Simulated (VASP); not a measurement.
OSZICAR of a VASP run on AlN (wurtzite):

File OSZICAR:
```
       N       E                     dE             d eps       ncg     rms          rms(c)
DAV:   1     0.551988454123E+02    0.55199E+02   -0.75819E+03   864   0.119E+03
DAV:   2    -0.286627585350E+02   -0.83862E+02   -0.77969E+02  1284   0.225E+02
DAV:   3    -0.330752602407E+02   -0.44125E+01   -0.43911E+01  1144   0.556E+01
DAV:   4    -0.331135324295E+02   -0.38272E-01   -0.38264E-01   980   0.605E+00
DAV:   5    -0.331140640597E+02   -0.53163E-03   -0.53161E-03  1108   0.729E-01    0.121E+01
DAV:   6    -0.285394224887E+02    0.45746E+01   -0.16545E+01  1032   0.310E+01    0.445E+00
DAV:   7    -0.285739859856E+02   -0.34563E-01   -0.62939E-01   964   0.626E+00    0.297E+00
DAV:   8    -0.285823130908E+02   -0.83271E-02   -0.77282E-02   972   0.299E+00    0.498E-01
DAV:   9    -0.285777974820E+02    0.45156E-02   -0.20730E-02  1084   0.109E+00    0.251E-01
DAV:  10    -0.285786721971E+02   -0.87472E-03   -0.35571E-03   988   0.453E-01    0.147E-01
DAV:  11    -0.285785582230E+02    0.11397E-03   -0.37358E-04  1036   0.151E-01    0.361E-02
DAV:  12    -0.285785633121E+02   -0.50891E-05   -0.16192E-05   932   0.412E-02    0.128E-02
DAV:  13    -0.285785628760E+02    0.43604E-06   -0.12056E-05  1052   0.258E-02    0.733E-03
DAV:  14    -0.285785628165E+02    0.59515E-07   -0.84884E-07  1008   0.843E-03
   1 F= -.28578563E+02 E0= -.28578563E+02  d E =0.000000E+00
```

Question: Which electronic solver shows in the log?

Answer: It is blocked Davidson (ALGO = Normal, or the opening steps of other solvers). The INCAR had ALGO = Normal.

Question: Can the final energy be trusted as converged?

Answer: The run converged. It stopped with EDIFF = 1E-7, NELM = 100 (revPBE GGA, plane waves, VASP's PBE PAW potentials (set 64)).

The compound is AlN in the wurtzite structure. It was relaxed first.
